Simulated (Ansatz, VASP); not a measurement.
## B2O3: VASP beside Ansatz

One calculation is typed for both programs; each brings its own data sets. How far apart do they land? Of the first pair: The structure shown is frame 542 of Ansatz's trajectory.

Program: Ansatz 0.2.0. Level of theory: plane waves, with VASP 6.6.1 beside it; single point at PBE. Results are calculated unless marked as measured.

## (1) The structure

The cell holds 75 atoms: 30 B and 45 O. Cell: a = 9.895 Å, b = 9.895 Å, c = 9.895 Å, α = 90.0°, β = 90.0°, γ = 90.0°. As first built, before any earlier steps moved the atoms (in the runner's words): 75 atoms (30 B, 45 O) placed at random at 1.79 g/cm^3 and pushed apart to contact distance.

## (2) Ansatz: dynamics, PBE

Ansatz runs on its default PAW (the set named soft_2) files.

One frame of this run of dynamics is then solved in both programs, so the motion causes no difference.

The input, input.yaml:

```yaml
crystal:
  lattice:
    - [9.8947, 0.0, 0.0]
    - [0.0, 9.8947, 0.0]
    - [0.0, 0.0, 9.8947]
  atoms:
    - { symbol: B, position: [0.51228, 0.94991, 0.14062] }
    - { symbol: B, position: [0.9149, 0.33593, 0.38501] }
    - { symbol: B, position: [0.73046, 0.40903, 0.53078] }
    - { symbol: B, position: [0.10427, 0.781, 0.48679] }
    - { symbol: B, position: [0.38364, 0.79714, 0.37566] }
    - { symbol: B, position: [0.45127, 0.13469, 0.39526] }
    - { symbol: B, position: [0.24362, 0.27323, 0.738] }
    - { symbol: B, position: [0.2584, 0.49506, 0.99197] }
    - { symbol: B, position: [0.88575, 0.66997, 0.53058] }
    - { symbol: B, position: [0.30517, 0.18647, 0.00431] }
    - { symbol: B, position: [0.5183, 0.11522, 0.63135] }
    - { symbol: B, position: [0.78718, 0.66464, 0.91441] }
    - { symbol: B, position: [0.0692, 0.52461, 0.45425] }
    - { symbol: B, position: [0.04129, 0.60438, 0.78696] }
    - { symbol: B, position: [0.55863, 0.26743, 0.84697] }
    - { symbol: B, position: [0.5095, 0.51089, 0.75303] }
    - { symbol: B, position: [0.15216, 0.83033, 0.72318] }
    - { symbol: B, position: [0.79763, 0.24949, 0.79068] }
    - { symbol: B, position: [0.15347, 0.06448, 0.85359] }
    - { symbol: B, position: [0.8662, 0.90086, 0.43826] }
    - { symbol: B, position: [0.28945, 0.02002, 0.63016] }
    - { symbol: B, position: [0.7062, 0.82962, 0.26524] }
    - { symbol: B, position: [0.28557, 0.63479, 0.79107] }
    - { symbol: B, position: [0.96604, 0.11777, 0.4982] }
    - { symbol: B, position: [0.94705, 0.42535, 0.64668] }
    - { symbol: B, position: [0.0102, 0.72584, 0.99883] }
    - { symbol: B, position: [0.81284, 0.88798, 0.67826] }
    - { symbol: B, position: [0.19425, 0.74606, 0.16109] }
    - { symbol: B, position: [0.8517, 0.02591, 0.87844] }
    - { symbol: B, position: [0.17704, 0.33356, 0.34253] }
    - { symbol: O, position: [0.68291, 0.24273, 0.42199] }
    - { symbol: O, position: [0.02256, 0.23556, 0.4213] }
    - { symbol: O, position: [0.11184, 0.64479, 0.37226] }
    - { symbol: O, position: [0.76459, 0.6437, 0.39743] }
    - { symbol: O, position: [0.87351, 0.62299, 0.79406] }
    - { symbol: O, position: [0.33615, 0.53752, 0.18676] }
    - { symbol: O, position: [0.96549, 0.23836, 0.23632] }
    - { symbol: O, position: [0.0946, 0.29281, 0.75779] }
    - { symbol: O, position: [0.70632, 0.06452, 0.3505] }
    - { symbol: O, position: [0.4367, 0.66801, 0.49249] }
    - { symbol: O, position: [0.57378, 0.85692, 0.78814] }
    - { symbol: O, position: [0.35331, 0.44857, 0.35773] }
    - { symbol: O, position: [0.14935, 0.18943, 0.28268] }
    - { symbol: O, position: [0.32051, 0.31973, 0.59046] }
    - { symbol: O, position: [0.97895, 0.78512, 0.79026] }
    - { symbol: O, position: [0.6979, 0.54346, 0.89626] }
    - { symbol: O, position: [0.64937, 0.4809, 0.07275] }
    - { symbol: O, position: [0.48845, 0.21283, 0.1327] }
    - { symbol: O, position: [0.51004, 0.78194, 0.29334] }
    - { symbol: O, position: [0.80451, 0.56751, 0.1497] }
    - { symbol: O, position: [0.96967, 0.43154, 0.28089] }
    - { symbol: O, position: [0.83103, 0.11638, 0.72611] }
    - { symbol: O, position: [0.21144, 0.37234, 0.20007] }
    - { symbol: O, position: [0.84123, 0.39007, 0.97469] }
    - { symbol: O, position: [0.62576, 0.65587, 0.53158] }
    - { symbol: O, position: [0.30942, 0.36824, 0.92645] }
    - { symbol: O, position: [0.20392, 0.97108, 0.74536] }
    - { symbol: O, position: [0.31042, 0.64031, 0.34859] }
    - { symbol: O, position: [0.41018, 0.51207, 0.00987] }
    - { symbol: O, position: [0.49293, 0.97489, 0.28888] }
    - { symbol: O, position: [0.74249, 0.4074, 0.2388] }
    - { symbol: O, position: [0.905, 0.01683, 0.30351] }
    - { symbol: O, position: [0.95839, 0.2594, 0.89102] }
    - { symbol: O, position: [0.61637, 0.83634, 0.60058] }
    - { symbol: O, position: [0.3627, 0.76079, 0.02648] }
    - { symbol: O, position: [0.47493, 0.36593, 0.48351] }
    - { symbol: O, position: [0.15829, 0.21944, 0.55818] }
    - { symbol: O, position: [0.38223, 0.80469, 0.61806] }
    - { symbol: O, position: [0.81406, 0.74027, 0.64416] }
    - { symbol: O, position: [0.30321, 0.80641, 0.2475] }
    - { symbol: O, position: [0.07521, 0.96286, 0.54001] }
    - { symbol: O, position: [0.77322, 0.53155, 0.61289] }
    - { symbol: O, position: [0.01001, 0.14836, 0.66004] }
    - { symbol: O, position: [0.57056, 0.15856, 0.95203] }
    - { symbol: O, position: [0.14505, 0.53842, 0.12643] }
kpoints:
  mp_grid: { grid: [1, 1, 1] }
hamiltonian:
  xc: pbe
scf:
  occupations: { method: fermi_dirac, width: 0.15 }
output:
  forces: true
basis:
  ecutwfc: "300 eV"
md:
  timestep: 1.875
  n_steps: 1600
  ensemble: nvt_langevin
  temperature: 2600
  initial_velocities: maxwell_boltzmann
  seed: 5
  temperature_schedule:
    - { n_steps: 400, end_temperature: 2600 }
    - { n_steps: 400, end_temperature: 1430 }
    - { n_steps: 700, end_temperature: 300 }
    - { n_steps: 100, end_temperature: 300 }
```

Started as:

```console
$ ansatz run input.yaml --threads 8 --pin off --max-ram 15360MiB --backend cpu --events-out ev --progress --plain --runs-dir out
```

Numbers of over 12 decimals in the logs are rounded to 6 here.

Output:

```text
Warning: md: disabling space-group detection — thermal motion breaks the input geometry's symmetry, so no spatial operation reduces the k-mesh or symmetrises the density; time reversal is kept, so that k and −k are solved as one point where they differ and the mesh holds both, and exact exchange and, on two spinor components, a DFT+U term hold to it where the run has them: on two components no moment then forms, and  [...]
Warning: basis.ecutwfc = 300 eV is below the records' recommended 420 eV, and the density's cutoff is lower with it unless basis.ecutrho_ratio is high enough to keep the records' density cutoff: compare with a run at a higher cutoff
band count auto-derived: 260 (N_el = 360.0; filled up to band 180; 255 by the electrons, moments and atoms)
Engine: ansatz 0.2.0, x86_64-unknown-linux-gnu
Pseudopotentials: kind: paw
Pseudopotential: B, paw, valence charge 3, recommended cutoff 420 eV (normal), B.paw.azcp
Pseudopotential: O, paw, valence charge 6, recommended cutoff 420 eV (normal), O.paw.azcp
Functional definition: PBE
  parameter kappa = 0.804
  parameter beta = 0.066725
  exchange = pbe_x(kappa = kappa, mu = beta*pi^2/3)
  correlation = pbe_c(beta = beta)
Crystal: 75 atoms, lattice volume = 968.741 Å³
Basis set: ecut = 300 eV, 11459 PW (Γ), exchange–correlation on 120×120×120 points (8 copies of the dense FFT grid, shifted against one another)
Bands: 260, of which v1, the nominal top of the filled ones, is band 180 counted from 1 (179 counted from 0)
Symmetry: 1 space group operations
k-points: 1
Non-local potential: B, projectors of the file, l = 0: 2, l = 1: 2, l = 2: 1
Non-local potential: O, projectors of the file, l = 0: 2, l = 1: 2, l = 2: 1
PAW form: soft (Blöchl's): semilocal exchange-correlation on the pseudo side does not see the compensation charge
PAW one-centre angular grid: B, 110 points (default); XC on 64 Gauss nodes
PAW one-centre angular grid: O, 110 points (default); XC on 64 Gauss nodes
Initial density: superposition of atomic densities (neutral atoms: chi_scale 0, normalization atom), corrected by the library's trained network
Initial wavefunctions: pseudopotential atomic-orbital guess
Functional: x = pbe(κ = 0.804, μ = 0.219515), c = pbe(β = 0.066725)
SCF iter   1: F=—  HF=-29983.794310 eV  |F-HF|=—  |Δ(HF+E_count)|=         —  Δρ=2.90e-2  dr2=1.00e1  ethr=1.77e-3  ⟨swp⟩=5.0  Hψ=1013  notcnv=0  defer=8
preconditioner: auto → LDOS  [metal: Δε(μ)=0.077 eV  Ē_g=10.039 eV  σ=0.150 eV  W_gap=0.13  n_scr=202 (ndim 8)  ℏωp=22.6 eV  f_vac=0.093  D(μ)=46.33/eV (n_scr^D=436)  β→1.0]
SCF iter   2: F=—  HF=-29983.338106 eV  |F-HF|=—  |Δ(HF+E_count)|=   4.56e-1  Δρ=1.19e-2  dr2=1.04e0  ethr=1.77e-3  ⟨swp⟩=3.0  Hψ=529  notcnv=0  defer=11
SCF iter   3: F=—  HF=-29983.291857 eV  |F-HF|=—  |Δ(HF+E_count)|=   4.62e-2  Δρ=3.14e-3  dr2=1.16e-1  ethr=2.89e-4  ⟨swp⟩=3.0  Hψ=455  notcnv=0  defer=11
SCF iter   4: F=—  HF=-29983.292925 eV  |F-HF|=—  |Δ(HF+E_count)|=   1.07e-3  Δρ=1.15e-3  dr2=1.91e-2  ethr=3.23e-5  ⟨swp⟩=1.0  Hψ=249  notcnv=0  defer=11
SCF iter   5: F=—  HF=-29983.293505 eV  |F-HF|=—  |Δ(HF+E_count)|=   5.80e-4  Δρ=4.21e-4  dr2=2.31e-3  ethr=5.31e-6  ⟨swp⟩=2.0  Hψ=250  notcnv=0  defer=11
SCF iter   6: F=—  HF=-29983.293537 eV  |F-HF|=—  |Δ(HF+E_count)|=   3.18e-5  Δρ=1.60e-4  dr2=2.98e-4  ethr=6.42e-7  ⟨swp⟩=2.0  Hψ=409  notcnv=0  defer=11
SCF iter   7: F=—  HF=-29983.293523 eV  |F-HF|=—  |Δ(HF+E_count)|=   1.36e-5  Δρ=6.39e-5  dr2=4.18e-5  ethr=8.26e-8  ⟨swp⟩=2.0  Hψ=250  notcnv=0  defer=11
SCF iter   8: F=—  HF=-29983.294660 eV  |F-HF|=—  |Δ(HF+E_count)|=   1.14e-3  Δρ=2.74e-5  dr2=7.48e-6  ethr=1.16e-8  ⟨swp⟩=2.0  Hψ=466  notcnv=0  defer=8
SCF iter   9: F=—  HF=-29983.294661 eV  |F-HF|=—  |Δ(HF+E_count)|=   5.69e-7  Δρ=9.70e-6  dr2=1.02e-6  ethr=2.08e-9  ⟨swp⟩=1.0  Hψ=249  notcnv=0  defer=8
SCF iter  10: F=—  HF=-29983.294661 eV  |F-HF|=—  |Δ(HF+E_count)|=   3.94e-8  Δρ=4.34e-6  dr2=2.01e-7  ethr=2.83e-10  ⟨swp⟩=2.0  Hψ=250  notcnv=0  defer=8
SCF iter  11: F=-29983.294661 eV  HF=-29983.294661 eV  |F-HF|=2.35e-8  |Δ(HF+E_count)|=   1.06e-9  Δρ=1.68e-6  dr2=3.18e-8  ethr=2.08e-11  ⟨swp⟩=4.0  Hψ=637  notcnv=0
SCF 1 converged in 11 iterations: F = -29983.294661 eV  dr2 = 3.18e-8
  greatest PAW one-centre occupation: 0.915 electrons in one spin orbital (limit 2), on the O atom at site 35 (counted from 0), in its partial waves of l = 0
md step     0: t =     0.00 fs  T =  2565.3 K (target 2600.0 K)  F+E_penalty+E_count = -29983.29466071 eV  E_kin = 24.869624 eV  (11 SCF iters)
[...]
md step  1532: t =  2872.50 fs  T =   410.6 K (target 300.0 K)  F+E_penalty+E_count = -30247.70275749 eV  E_kin = 3.980961 eV  (7 SCF iters)
md step  1536: t =  2880.00 fs  T =   350.4 K (target 300.0 K)  F+E_penalty+E_count = -30247.39868090 eV  E_kin = 3.397273 eV  (7 SCF iters)
md step  1540: t =  2887.50 fs  T =   346.4 K (target 300.0 K)  F+E_penalty+E_count = -30247.20555592 eV  E_kin = 3.358079 eV  (9 SCF iters)
md step  1544: t =  2895.00 fs  T =   384.9 K (target 300.0 K)  F+E_penalty+E_count = -30247.38872947 eV  E_kin = 3.731255 eV  (7 SCF iters)
md step  1548: t =  2902.50 fs  T =   393.5 K (target 300.0 K)  F+E_penalty+E_count = -30247.83641395 eV  E_kin = 3.815176 eV  (7 SCF iters)
md step  1552: t =  2910.00 fs  T =   345.6 K (target 300.0 K)  F+E_penalty+E_count = -30247.12487233 eV  E_kin = 3.350840 eV  (7 SCF iters)
md step  1556: t =  2917.50 fs  T =   374.5 K (target 300.0 K)  F+E_penalty+E_count = -30247.64556793 eV  E_kin = 3.630530 eV  (7 SCF iters)
md step  1560: t =  2925.00 fs  T =   372.3 K (target 300.0 K)  F+E_penalty+E_count = -30247.72262789 eV  E_kin = 3.609347 eV  (9 SCF iters)
md step  1564: t =  2932.50 fs  T =   335.7 K (target 300.0 K)  F+E_penalty+E_count = -30247.54107921 eV  E_kin = 3.254702 eV  (7 SCF iters)
md step  1568: t =  2940.00 fs  T =   324.7 K (target 300.0 K)  F+E_penalty+E_count = -30247.38334104 eV  E_kin = 3.147588 eV  (7 SCF iters)
md step  1572: t =  2947.50 fs  T =   347.9 K (target 300.0 K)  F+E_penalty+E_count = -30247.61794578 eV  E_kin = 3.372663 eV  (7 SCF iters)
md step  1576: t =  2955.00 fs  T =   340.9 K (target 300.0 K)  F+E_penalty+E_count = -30247.63352288 eV  E_kin = 3.304670 eV  (7 SCF iters)
md step  1580: t =  2962.50 fs  T =   329.7 K (target 300.0 K)  F+E_penalty+E_count = -30247.40126036 eV  E_kin = 3.196640 eV  (9 SCF iters)
md step  1584: t =  2970.00 fs  T =   429.5 K (target 300.0 K)  F+E_penalty+E_count = -30248.00316016 eV  E_kin = 4.163520 eV  (7 SCF iters)
md step  1588: t =  2977.50 fs  T =   377.1 K (target 300.0 K)  F+E_penalty+E_count = -30248.01802464 eV  E_kin = 3.655979 eV  (7 SCF iters)
md step  1592: t =  2985.00 fs  T =   301.7 K (target 300.0 K)  F+E_penalty+E_count = -30247.51928222 eV  E_kin = 2.925277 eV  (7 SCF iters)
md step  1596: t =  2992.50 fs  T =   348.5 K (target 300.0 K)  F+E_penalty+E_count = -30248.00400856 eV  E_kin = 3.378852 eV  (7 SCF iters)
[...]
md step  1600: t =  3000.00 fs  T =   402.1 K (target 300.0 K)  F+E_penalty+E_count = -30248.42691746 eV  E_kin = 3.898372 eV  (9 SCF iters)
SCF converged after 9 iterations
Free energy (F): -30248.426917 eV
Harris-Foulkes:  -30248.426917 eV  (|F-HF|=3.69e-9)
Internal energy: -30248.426916 eV  (E = F + TS)
E sigma→0 (E₀):  -30248.426917 eV
Entropy (-TS):   -0.000001 eV (-0.000 meV/atom)
Fermi energy:    3.011341 eV
--- Per-component energies (eV) ---
  E_band       = -2695.967636
  E_kinetic    = 9540.439325
  E_local      = -30408.810813  (includes V_loc(G=0)·N_el)
  E_nonlocal   = 2401.759503
  E_hartree    = 11423.333239
  E_xc         = -4286.423456
  E_vxc        = -5379.740286  (∫ρ·V_xc dr)
  E_paw        = -9473.794119  (= ΣΔE_a)
  E_vpaw       = -1696.721365  (= ΣTr[D̂ρ^β])
  E_aug_tail   = 0.440945  (compensation charges beyond the density's cutoff)
  E_ewald      = -9445.371540
  E_smearing   = -0.000001  (= −TS)
  E_closure    = -0.000000  (closes the sum)
  Σ components = -30248.426917   (vs F -30248.426917, Δ=0.00e0)
--- Forces (eV/Å), atoms counted from 1 ---
  atom   1  B     -0.27005016    -1.16385660     0.45346197
  atom   2  B     -0.40432488     0.18332651    -1.75560317
  atom   3  B      1.24056585    -2.70612259    -0.30203652
  atom   4  B     -0.05248733     1.06464605     1.07406558
  atom   5  B      1.89733142    -0.37379927     1.48287695
  atom   6  B      2.44672940     0.62512243    -0.44465872
  atom   7  B     -0.18019213    -1.20814734    -0.63434353
  atom   8  B     -0.20184419     0.02044943    -0.69255136
  atom   9  B      0.45660431    -0.57340977     1.89667392
  atom  10  B     -0.68462969     0.08929520     1.45415881
  atom  11  B     -0.96126760     2.17061591    -0.96204642
  atom  12  B      1.94705385    -0.43720510     1.06846346
  atom  13  B      0.41662089     0.92179065    -0.39921838
  atom  14  B      0.42362379     2.60281500     0.47362800
  atom  15  B     -0.90771233     0.76891736    -0.06557317
  atom  16  B      1.44191887     0.89372209    -3.28146962
  atom  17  B      0.28502367    -0.67942684     0.49127325
  atom  18  B     -2.11316935    -1.87013007     0.40549539
  atom  19  B     -1.24178347    -0.55320051    -0.10529359
  atom  20  B     -0.25162506    -0.61764664     0.10531944
  atom  21  B     -1.08064520    -0.28659032     0.74594111
  atom  22  B      1.56977705    -0.02697959     0.30271496
  atom  23  B      2.41263980     2.00639113     0.31925784
  atom  24  B     -0.35368689     1.39850817     0.63072708
[...]
atom  68  O     -0.18507352     1.19120730     0.34815993
  atom  69  O      0.11361288    -0.93012451    -0.10066763
  atom  70  O     -0.01916367    -0.24196381    -1.44907177
  atom  71  O     -0.32031632     0.25278935     0.31570605
  atom  72  O      0.79704617    -0.53020467     1.61611543
  atom  73  O      0.39293323     0.66221755     0.05311169
  atom  74  O     -1.08773450     0.24916600    -0.30255465
  atom  75  O      0.32823335     0.37322227     0.05852018
  max |Σ_I F_I| component: 8.79e-5 eV/Å
--- MD trajectory: 1600 steps, t = 0.0 → 3000.0 fs ---
  final state: T = 402.1 K   F+E_penalty+E_count = -30248.42691746 eV   E_kin = 3.898372 eV
```

## (3) VASP: single point, PBE, pair 1

The same cell, functional, mesh and smearing now go to VASP, with its own data sets.

Lines of VASP's logs that name or quote its potential files are left out, and so is its time.

The input, INCAR:

```
SYSTEM = B2O3
PREC = Accurate
ENCUT = 520
EDIFF = 1E-06
NELM = 120
ISMEAR = -1
SIGMA = 0.15
LREAL = Auto
ALGO = Normal
GGA = PE
NBANDS = 232
LORBIT = 11
LWAVE = .FALSE.
LCHARG = .FALSE.
ISIF = 2
LASPH = .TRUE.
GGA_COMPAT = .FALSE.
EFERMI = MIDGAP
NCORE = 2
```

The input, POSCAR:

```
B2O3
1.0
    9.8947000000      0.0000000000      0.0000000000
    0.0000000000      9.8947000000      0.0000000000
    0.0000000000      0.0000000000      9.8947000000
B O
30 45
Direct
    0.3834982364      0.9641626325      0.7841268558
    0.1286547344      0.1755182067      0.2297694725
    0.5461812890      0.2508514659      0.5744186282
    0.2227657231      0.8253105198      0.4564868061
    0.3965355190      0.6467704933      0.5687792455
    0.5760154426      0.0220623162      0.6226767866
    0.1669984941      0.4544352027      0.8528707288
    0.3311267648      0.5168221371      0.3666609397
    0.6608083115      0.3891376191      0.3571305851
    0.3385549840      0.9709440407      0.0012228769
    0.6995159025      0.7943949791      0.6361890709
    0.8822197742      0.5235934389      0.2521450878
    0.1367600837      0.6726429301      0.9672855165
    0.8592883059      0.4015381972      0.4922736414
    0.7833789807      0.0146543099      0.9979888223
    0.6699849414      0.5084742337      0.1169312864
    0.8821086036      0.6403832355      0.6120347257
    0.9757142713      0.2653946052      0.8084833295
    0.3815476973      0.3639423126      0.9284162228
    0.1341930528      0.0550799923      0.4826927547
    0.2906000182      0.2743792131      0.4910002324
    0.3852870729      0.0488544372      0.1738001152
    0.5882543180      0.4327468241      0.9344396495
    0.9370066803      0.1560532406      0.5742973511
    0.7668448766      0.2525493446      0.9783621535
    0.9813334411      0.7036797477      0.8277865928
    0.5816143996      0.6047884221      0.7554650469
    0.1059557137      0.6716828201      0.2346003416
    0.8249770079      0.8330318251      0.9457083085
    0.2708217531      0.3997897865      0.1796012006
    0.5934085925      0.3370693402      0.4636522583
    0.9940877439      0.0503602939      0.5048460287
    0.1277653693      0.5440084085      0.9423428704
    0.7930306123      0.7379304072      0.5585010157
    0.8008630883      0.5583999515      0.1547292995
    0.1006801621      0.7821459974      0.8778032684
    0.1000737769      0.0523714716      0.2359444955
    0.0580108543      0.3721285132      0.7836922797
    0.6459518732      0.9113060527      0.5835043003
    0.4571942555      0.5876277199      0.6729056970
    0.6556641434      0.7330388996      0.7449442631
    0.3179580988      0.5216428997      0.2339838499
    0.3982333977      0.2722972905      0.5864553751
    0.2937734343      0.4147776082      0.8305052200
    0.0012228769      0.6482157114      0.7100771120
    0.5776324699      0.5568132435      0.0278128695
    0.8084226909      0.4684022760      0.3717444693
    0.7136244656      0.3758476760      0.0078223696
    0.3652157215      0.1433393635      0.2540349884
    0.0046085278      0.5759244848      0.2599876702
    0.8636239603      0.2597653289      0.4987215378
    0.8551648863      0.9717121287      0.8846352087
    0.1636128432      0.2997766481      0.2244231760
    0.7412655260      0.1325052806      0.0536145613
    0.6085277977      0.4312611802      0.2309822430
    0.2703467513      0.0985982395      0.9923393332
    0.3197368288      0.8810373230      0.8685963192
    0.4192143269      0.5993915935      0.4431867565
    0.3499348136      0.3919876297      0.0626598078
    0.4595389451      0.0181107057      0.6917440650
    0.8912043821      0.2337008702      0.9002597350
    0.2194811364      0.9513072655      0.4743246384
    0.7240745045      0.8951660990      0.0479953915
    0.6456688934      0.1423590407      0.6102155700
    0.1300089947      0.7667539188      0.3376656190
    0.5076050815      0.3389794536      0.8763277310
    0.2854356373      0.3987791444      0.4401952560
    0.1957512608      0.1774990652      0.4861693634
    0.8745490010      0.5013391007      0.5965314764
    0.1287659050      0.7034776193      0.0940099245
    0.3013734626      0.7614177287      0.5485866171
    0.6602322455      0.5102731765      0.7943343406
    0.9557641970      0.1640272065      0.6955137599
    0.4201542240      0.9252832324      0.1141520208
    0.8859591498      0.7072978463      0.9377848747
```

The input, KPOINTS:

```
Automatic mesh
0
Gamma
1 1 1
0 0 0
```

The projector-augmented-wave data sets are B and O (PBE family, release 64).

Started as:

```console
$ mpirun -np 8 vasp_gam
```

Output:

```text
[banner, memory and clock lines left out]
running    8 mpi-ranks, on    1 nodes
[...]
LDA part: xc-table for (Slater+PW92), standard interpolation
 POSCAR, INCAR and KPOINTS ok, starting setup
[...]
entering main loop
       N       E                     dE             d eps       ncg     rms          rms(c)
DAV:   1     0.335843369883E+04    0.33584E+04   -0.21429E+05   472   0.151E+03
DAV:   2    -0.323927651937E+03   -0.36824E+04   -0.35361E+04   600   0.381E+02
DAV:   3    -0.624598948102E+03   -0.30067E+03   -0.29795E+03   536   0.116E+02
DAV:   4    -0.630821699322E+03   -0.62228E+01   -0.62006E+01   552   0.179E+01
[...]
DAV:  16    -0.571555299315E+03    0.80372E-05   -0.68087E-05   560   0.276E-02    0.107E-02
DAV:  17    -0.571555295968E+03    0.33475E-05   -0.95919E-06   520   0.108E-02    0.516E-03
DAV:  18    -0.571555295044E+03    0.92382E-06   -0.40005E-06   488   0.815E-03
   1 F= -.57155530E+03 E0= -.57155522E+03  d E =-.149973E-03
```

Parts of OUTCAR (step 3):

```text
  FREE ENERGIE OF THE ION-ELECTRON SYSTEM (eV)
  ---------------------------------------------------
  free  energy   TOTEN  =      -571.5552950440 eV

  energy  without entropy=     -571.5551450710  energy(sigma->0) =     -571.55522006

[... 1 further part left out ...]
```

The run ends at a pressure of -1.15 GPa, with forces up to 8.5 eV/Å.

(Part 1 of 2 ends here.)

[Lines on the potential files, build, host, timing and source positions are cut from VASP's logs without a mark.]

[Logs are printed without paths, hosts, clocks, repeated set-up lines and the standing remarks that a program may print on its own settings, such as how far it seeks lower states.]

[Hosts, paths, dates, database ids (printed as entryN), source tags and the programs' standing remarks are cut or masked in the printed files.]
